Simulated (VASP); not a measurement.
Method: PBEsol GGA, VASP's PBE PAW potentials (set 64) (plane waves; VASP).

VASP input:

KPOINTS:
```
Automatic mesh
0
Gamma
13 13 10
0 0 0
```

POSCAR:
```
YSi
1
    3.5553034235    -0.0000000000     0.0000000000
   -1.7776517117     3.0789835426    -0.0000000000
    0.0000000000     0.0000000000     4.1930351433
Y Si
1 1
Direct
  0.0000000000   0.0000000000   1.0000000000
  0.6666670000   0.3333330000   0.5000000000
```

INCAR:
```
SYSTEM = YSi
PREC = Accurate; ENCUT = 400; LREAL = .False.
LASPH = .True.
EDIFF = 1E-7; NELM = 100; ALGO = Normal
LMAXMIX = 4
ISMEAR = -5
GGA = PS
ISIF = 2
LWAVE = .False.; LCHARG = .True.; LORBIT = 11
NEDOS = 601
```

POTCAR, in this order: Y_sv Si (PBE.64 set). Program: vasp_std.

The resulting files:

File OSZICAR:
```
       N       E                     dE             d eps       ncg     rms          rms(c)
DAV:   1     0.275655560573E+02    0.27566E+02   -0.61881E+03  2780   0.999E+02
DAV:   2    -0.118976458820E+02   -0.39463E+02   -0.37324E+02  3188   0.182E+02
DAV:   3    -0.138359659253E+02   -0.19383E+01   -0.19030E+01  4066   0.293E+01
DAV:   4    -0.139053339482E+02   -0.69368E-01   -0.69278E-01  3620   0.593E+00
DAV:   5    -0.139074434678E+02   -0.21095E-02   -0.21095E-02  4075   0.841E-01    0.299E+01
DAV:   6    -0.132607497411E+02    0.64669E+00   -0.14653E+00  3074   0.720E+00    0.210E+01
DAV:   7    -0.132234775225E+02    0.37272E-01   -0.55390E-01  3977   0.468E+00    0.405E+00
DAV:   8    -0.132135858874E+02    0.98916E-02   -0.81927E-02  3104   0.196E+00    0.476E-01
DAV:   9    -0.132128104502E+02    0.77544E-03   -0.58436E-03  3350   0.597E-01    0.157E-01
DAV:  10    -0.132127476878E+02    0.62762E-04   -0.59541E-04  3909   0.203E-01    0.419E-02
DAV:  11    -0.132127422174E+02    0.54704E-05   -0.27367E-05  3422   0.454E-02    0.195E-02
DAV:  12    -0.132127411828E+02    0.10346E-05   -0.43128E-06  3828   0.164E-02    0.881E-03
DAV:  13    -0.132127417794E+02   -0.59659E-06   -0.84776E-07  3335   0.726E-03    0.708E-03
DAV:  14    -0.132127414383E+02    0.34107E-06   -0.12529E-07  2182   0.341E-03    0.103E-03
DAV:  15    -0.132127414221E+02    0.16215E-07   -0.17187E-08  1779   0.122E-03
   1 F= -.13212741E+02 E0= -.13212741E+02  d E =0.000000E+00
```

### OUTCAR
```
------------------------ aborting loop because EDIFF is reached ----------------------------------------
  FORCE on cell =-STRESS in cart. coord.  units (eV):
  Direction    XX          YY          ZZ          XY          YZ          ZX
  --------------------------------------------------------------------------------------
  Total       -0.0353003     -0.0353003      0.0175867     -0.0000000     -0.0000000      0.0000000
  in kB       -1.2321868     -1.2321871      0.6138790     -0.0000000     -0.0000000      0.0000000
  external PRESSURE =      -0.6168316 kB  Pullay stress =       0.0000000 kB
  volume of cell :       45.90
      direct lattice vectors                 reciprocal lattice vectors
     3.555303423  0.000000000  0.000000000     0.281269945  0.162391254  0.000000000
    -1.777651712  3.078983543  0.000000000     0.000000000  0.324782509  0.000000000
     0.000000000  0.000000000  4.193035143     0.000000000  0.000000000  0.238490727
 POSITION                                       TOTAL-FORCE (eV/Angst)
 -----------------------------------------------------------------------------------
      0.00000      0.00000      0.00000         0.000000      0.000000      0.000000
      1.77765      1.02633      2.09652        -0.000000     -0.000000      0.000000
 -----------------------------------------------------------------------------------
    total drift:                               -0.000101      0.000058     -0.000000
  FREE ENERGIE OF THE ION-ELECTRON SYSTEM (eV)
  ---------------------------------------------------
  free  energy   TOTEN  =       -13.2127414221 eV

  energy  without entropy=      -13.2127414221  energy(sigma->0) =      -13.21274142

 total charge

# of ion       s       p       d       f       tot
--------------------------------------------------
    1        2.217   6.370   1.085   0.028   9.701
    2        0.820   0.807   0.000   0.000   1.628
--------------------------------------------------
tot          3.037   7.178   1.085   0.028  11.329
```
(Selected blocks of OUTCAR.)

**OUTCAR**
```
 val. band max:        4.8510320177   @ k =   0.4615   0.0000   0.2000

 cond. band min:       4.8496961881   @ k =   0.4615   0.0000   0.5000


 Fermi energy:         4.8251912573

 k-point     1 :       0.0000    0.0000    0.0000
  band No.  band energies     occupation
      1     -37.2813      2.00000
      2     -17.2813      2.00000
      3     -17.1488      2.00000
      4     -17.1488      2.00000
      5      -4.1795      2.00000
      6       3.6447      2.00000
      7       4.6966      1.50243
      8       5.7210      0.00000
      9       5.7210      0.00000
     10       8.8371      0.00000
     11       8.8371      0.00000

 k-point     2 :       0.0769    0.0000    0.0000
  band No.  band energies     occupation
      1     -37.2783      2.00000
      2     -17.2763      2.00000
      3     -17.1806      2.00000
      4     -17.1557      2.00000
      5      -4.0818      2.00000
      6       3.7532      2.00000
      7       4.5891      1.96318
      8       5.3976     -0.03870
      9       5.7970      0.00000
     10       8.7640      0.00000
     11       8.9693      0.00000

 k-point     3 :       0.1538    0.0000    0.0000
  band No.  band energies     occupation
      1     -37.2700      2.00000
      2     -17.2675      2.00000
      3     -17.2622      2.00000
      4     -17.1750      2.00000
      5      -3.7971      2.00000
      6       4.0004      2.00000
      7       4.3235      2.04276
      8       4.6973      1.20850
      9       6.0009      0.00000
     10       8.5739      0.00000
     11       8.8436      0.00000

 k-point     4 :       0.2308    0.0000    0.0000
  band No.  band energies     occupation
      1     -37.2583      2.00000
      2     -17.3872      2.00000
      3     -17.2422      2.00000
      4     -17.2019      2.00000
      5      -3.3497      2.00000
      6       3.5977      2.00000
      7       4.0055      2.00000
      8       4.5608      2.28326
      9       6.2597      0.00000
...
```

For a metal the tetrahedron method with Blöchl corrections gives inexact stress and forces.

The structure was generated: YSi was put into the WC type (P-6m2), which need not be its known phase. It was relaxed first. The electron count is odd and the run is not spin-polarised, which forces a metal.
